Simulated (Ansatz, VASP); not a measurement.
## PtSe2: VASP beside Ansatz

Wanted: the spread between two codes on one cell, functional and k mesh. The structure shown is the end of the Ansatz relaxation below.

Calculated with Ansatz 0.2.0; plane waves, with VASP 6.6.1 beside it; single point at PBE with D3(BJ).

### Step 1. Set-up

The cell holds 18 atoms: 6 Pt and 12 Se. Cell: a = 3.760 Å, b = 3.760 Å, c = 79.800 Å, α = 90.0°, β = 90.0°, γ = 120.0°. Vacuum lies along c.

### Step 2. Ansatz: relaxation, PBE with D3(BJ)

Ansatz runs on its PAW soft_1 files.

This run makes the geometry at which the two programs are then compared.

Contents of input.yaml:

```yaml
crystal:
  lattice:
    - [3.7596131861, 0.0, 0.0]
    - [-1.879806593, 3.2559205276, 0.0]
    - [0.0, 0.0, 79.800032]
  atoms:
    - { symbol: Pt, position: [0.0, 0.0, 0.1238168591] }
    - { symbol: Se, position: [0.3333333333, 0.6666666667, 0.1397949285] }
    - { symbol: Se, position: [0.6666666667, 0.3333333333, 0.1074269341] }
    - { symbol: Pt, position: [0.0, 0.0, 0.1847495601] }
    - { symbol: Se, position: [0.3333333333, 0.6666666667, 0.2008891932] }
    - { symbol: Se, position: [0.6666666667, 0.3333333333, 0.1686267778] }
    - { symbol: Pt, position: [0.0, 0.0, 0.2453467017] }
    - { symbol: Se, position: [0.3333333333, 0.6666666667, 0.2614756797] }
    - { symbol: Se, position: [0.6666666667, 0.3333333333, 0.2292257745] }
    - { symbol: Pt, position: [0.0, 0.0, 0.3060315233] }
    - { symbol: Se, position: [0.3333333333, 0.6666666667, 0.3221524505] }
    - { symbol: Se, position: [0.6666666667, 0.3333333333, 0.2899025453] }
    - { symbol: Pt, position: [0.0, 0.0, 0.3666286649] }
    - { symbol: Se, position: [0.3333333333, 0.6666666667, 0.3827514472] }
    - { symbol: Se, position: [0.6666666667, 0.3333333333, 0.3504890319] }
    - { symbol: Pt, position: [0.0, 0.0, 0.4275613659] }
    - { symbol: Se, position: [0.3333333333, 0.6666666667, 0.4439512909] }
    - { symbol: Se, position: [0.6666666667, 0.3333333333, 0.4115832965] }
  periodic: [true, true, false]
kpoints:
  mp_grid: { grid: [9, 9, 1] }
hamiltonian:
  xc: pbe
  dispersion: d3bj
  pseudopotentials: { kind: paw, azcp: { folder: soft_1 } }
scf:
  occupations: { method: gaussian, width: 0.02 }
output:
  forces: true
  stress: true
  eigenvalues: true
relax:
  adjacent_minimum: "off"
  f_tol: 0.001
  max_steps: 60
  cell: { stress_2d_tol: 0.002 }
```

Command:

```console
$ ansatz run input.yaml --threads 8 --pin off --max-ram 20480MiB --backend cpu --events-out ev --progress --plain --runs-dir out
```

Numbers of over 12 decimals in the logs are rounded to 6 here.

What it wrote:

```text
Engine: ansatz 0.2.0, aarch64-unknown-linux-gnu
Pseudopotentials: kind: paw
Pseudopotential: Pt, paw, valence charge 18, recommended cutoff 420 eV (normal), soft_1/Pt.paw.azcp
Pseudopotential: Se, paw, valence charge 16, recommended cutoff 420 eV (normal), soft_1/Se.paw.azcp
Functional definition: PBE
  parameter kappa = 0.804
  parameter beta = 0.066725
  exchange = pbe_x(kappa = kappa, mu = beta*pi^2/3)
  correlation = pbe_c(beta = beta)
Crystal: 18 atoms, lattice volume = 976.832 Å³
Basis set: ecut = 420 eV, 19179 PW (Γ), exchange–correlation on 54×54×1080 points (8 copies of the dense FFT grid, shifted against one another)
Bands: 180, of which v1, the nominal top of the filled ones, is band 150 counted from 1 (149 counted from 0)
Symmetry: 12 space group operations
Space group: P-3m1 (ITA 164), of the structure as read, at distance tolerance 9.9e-5 Å
k-points: 12 of 81
Non-local potential: Pt, projectors of the file, l = 0: 3, l = 1: 2, l = 2: 2, l = 3: 1
Non-local potential: Se, projectors of the file, l = 0: 2, l = 1: 2, l = 2: 3, l = 3: 1
PAW form: soft (Blöchl's): semilocal exchange-correlation on the pseudo side does not see the compensation charge
PAW one-centre angular grid: Pt, 590 points (default); XC on 64 Gauss nodes
PAW one-centre angular grid: Se, 590 points (default); XC on 64 Gauss nodes
Initial density: superposition of atomic densities (neutral atoms: chi_scale 0, normalization atom)
Initial wavefunctions: pseudopotential atomic-orbital guess
Functional: x = pbe(κ = 0.804, μ = 0.219515), c = pbe(β = 0.066725)
SCF iter   1: F=—  HF=-140796.443998 eV  |F-HF|=—  |Δ(HF+E_count)|=         —  Δρ=4.79e-2  dr2=2.48e1  ethr=3.10e-3  ⟨swp⟩=10.8  Hψ=10810  notcnv=0  defer=115
preconditioner: auto → Resta (q_TF=auto, 2.241 Å⁻¹)  ε∞=3.0  [insulator: Δε(μ)=0.266 eV  Ē_g=9.723 eV  σ=0.020 eV  W_gap=1.00  n_scr=230 (ndim 8)  ℏωp=13.7 eV  f_vac=0.625  D(μ)=0.00/eV (n_scr^D=0)  ε∞_Penn≈3.0  vacuum switching on, ρ_ref=6.9e-3 e/Å³]
SCF iter   2: F=—  HF=-140793.856357 eV  |F-HF|=—  |Δ(HF+E_count)|=    2.59e0  Δρ=2.34e-2  dr2=1.20e1  ethr=3.10e-3  ⟨swp⟩=4.0  Hψ=5066  notcnv=0  defer=291
preconditioner: auto → LDOS  [insulator: Δε(μ)=0.041 eV  Ē_g=10.092 eV  σ=0.020 eV  W_gap=0.65  n_scr=230 (ndim 8)  ℏωp=13.7 eV  f_vac=0.626  D(μ)=8.39/eV (n_scr^D=30)  ε∞_Penn≈2.8  β→1.0]
SCF iter   3: F=—  HF=-140792.180776 eV  |F-HF|=—  |Δ(HF+E_count)|=    1.68e0  Δρ=5.50e-3  dr2=1.27e-1  ethr=3.10e-3  ⟨swp⟩=3.0  Hψ=3447  notcnv=0  defer=296
SCF iter   4: F=—  HF=-140792.125709 eV  |F-HF|=—  |Δ(HF+E_count)|=   5.51e-2  Δρ=1.60e-3  dr2=1.05e-1  ethr=4.25e-5  ⟨swp⟩=5.2  Hψ=5250  notcnv=0  defer=296
SCF iter   5: F=—  HF=-140792.111633 eV  |F-HF|=—  |Δ(HF+E_count)|=   1.41e-2  Δρ=4.76e-4  dr2=1.02e-2  ethr=3.49e-5  ⟨swp⟩=3.1  Hψ=2787  notcnv=0  defer=296
SCF iter   6: F=—  HF=-140792.111517 eV  |F-HF|=—  |Δ(HF+E_count)|=   1.16e-4  Δρ=1.85e-4  dr2=6.11e-3  ethr=3.40e-6  ⟨swp⟩=3.1  Hψ=3617  notcnv=0  defer=296
SCF iter   7: F=—  HF=-140792.111547 eV  |F-HF|=—  |Δ(HF+E_count)|=   3.07e-5  Δρ=1.49e-4  dr2=3.02e-3  ethr=2.04e-6  ⟨swp⟩=2.8  Hψ=2606  notcnv=0  defer=296
SCF iter   8: F=—  HF=-140792.111475 eV  |F-HF|=—  |Δ(HF+E_count)|=   7.21e-5  Δρ=1.29e-4  dr2=1.53e-3  ethr=1.01e-6  ⟨swp⟩=2.6  Hψ=2618  notcnv=0  defer=296
SCF iter   9: F=—  HF=-140792.111391 eV  |F-HF|=—  |Δ(HF+E_count)|=   8.39e-5  Δρ=6.86e-5  dr2=5.97e-4  ethr=5.11e-7  ⟨swp⟩=2.1  Hψ=2622  notcnv=0  defer=296
SCF iter  10: F=—  HF=-140792.111317 eV  |F-HF|=—  |Δ(HF+E_count)|=   7.40e-5  Δρ=2.51e-5  dr2=5.11e-5  ethr=1.99e-7  ⟨swp⟩=2.2  Hψ=2492  notcnv=0  defer=296
SCF iter  11: F=—  HF=-140792.111951 eV  |F-HF|=—  |Δ(HF+E_count)|=   6.33e-4  Δρ=1.34e-5  dr2=1.73e-5  ethr=1.70e-8  ⟨swp⟩=3.0  Hψ=3069  notcnv=0  defer=296
SCF iter  12: F=—  HF=-140792.111951 eV  |F-HF|=—  |Δ(HF+E_count)|=   4.73e-7  Δρ=8.14e-6  dr2=6.32e-6  ethr=5.76e-9  ⟨swp⟩=2.4  Hψ=2675  notcnv=0  defer=296
SCF iter  13: F=—  HF=-140792.111951 eV  |F-HF|=—  |Δ(HF+E_count)|=   5.93e-8  Δρ=5.52e-6  dr2=2.02e-6  ethr=2.11e-9  ⟨swp⟩=2.4  Hψ=2636  notcnv=0  defer=296
SCF iter  14: F=—  HF=-140792.111951 eV  |F-HF|=—  |Δ(HF+E_count)|=   1.10e-7  Δρ=3.01e-6  dr2=3.91e-7  ethr=6.74e-10  ⟨swp⟩=2.9  Hψ=2720  notcnv=0  defer=296
SCF iter  15: F=-140792.111951 eV  HF=-140792.111951 eV  |F-HF|=8.25e-8  |Δ(HF+E_count)|=   7.06e-8  Δρ=1.52e-6  dr2=6.41e-8  ethr=3.33e-11  ⟨swp⟩=22.5  Hψ=15076  notcnv=0
SCF 1 converged in 15 iterations: F = -140792.111951 eV  dr2 = 6.41e-8
  greatest PAW one-centre occupation: 1.000 electrons in one spin orbital (limit 2), on the Pt atom at site 12 (counted from 0), in its partial waves of l = 0
[...]
k-point 1: bands = [... 146 lower, -5.1667, -5.0591, -4.8729, -4.6095, -3.8823, -3.8712, -3.6586, -3.6057, ... 26 higher]
  k-point 2: bands = [... 146 lower, -5.9128, -5.7040, -5.3526, -4.9662, -4.4460, -4.3053, -4.1313, -4.0296, ... 26 higher]
  k-point 11: bands = [... 146 lower, -6.6405, -6.6405, -6.4948, -6.4948, -4.7372, -4.7372, -4.4219, -4.4219, ... 26 higher]
  ° read free of the cell's end (the report's vacuum.weakly_bound_levels)
  °? not known for the slab's own: over its row's bound_up_to_ev there, or no deeper under its free states than its continued_xc_part_ev in size
--- Relaxed structure (3 steps of the walk, 3 accepted, 1 SCFs on fresh bases) ---
  F+E_penalty+E_count = -140792.11195009 eV   max|allowed force component| = 1.542e-5 eV/Å   (the final SCF, on the basis selected at the relaxed cell)
  cell:  # Å, volume = 976.8150 Å³
    - [3.759580, -2.886733842775745e-11, 0]
    - [-1.879790, 3.255892, 0]
    - [0, 0, 79.800032]
  atoms:
    - { symbol: Pt, position: [0, 0, 0.123816] }
    - { symbol: Se, position: [0.333333, 0.666667, 0.139794] }
    - { symbol: Se, position: [0.666667, 0.333333, 0.107426] }
    - { symbol: Pt, position: [0, 0, 0.184750] }
    - { symbol: Se, position: [0.333333, 0.666667, 0.200890] }
    - { symbol: Se, position: [0.666667, 0.333333, 0.168627] }
    - { symbol: Pt, position: [0, 0, 0.245347] }
    - { symbol: Se, position: [0.333333, 0.666667, 0.261476] }
    - { symbol: Se, position: [0.666667, 0.333333, 0.229226] }
    - { symbol: Pt, position: [0, 0, 0.306031] }
    - { symbol: Se, position: [0.333333, 0.666667, 0.322152] }
    - { symbol: Se, position: [0.666667, 0.333333, 0.289902] }
    - { symbol: Pt, position: [0, 0, 0.366628] }
    - { symbol: Se, position: [0.333333, 0.666667, 0.382751] }
    - { symbol: Se, position: [0.666667, 0.333333, 0.350489] }
    - { symbol: Pt, position: [0, 0, 0.427562] }
    - { symbol: Se, position: [0.333333, 0.666667, 0.443952] }
    - { symbol: Se, position: [0.666667, 0.333333, 0.411584] }
```

(Part 1 of 2 ends here.)

[Lines on the potential files, build, host, timing and source positions are cut from VASP's logs without a mark.]

[Logs are printed without paths, hosts, clocks, repeated set-up lines and the standing remarks that a program may print on its own settings, such as how far it seeks lower states.]

[Hosts, paths, dates, database ids (printed as entryN), source tags and the programs' standing remarks are cut or masked in the printed files.]
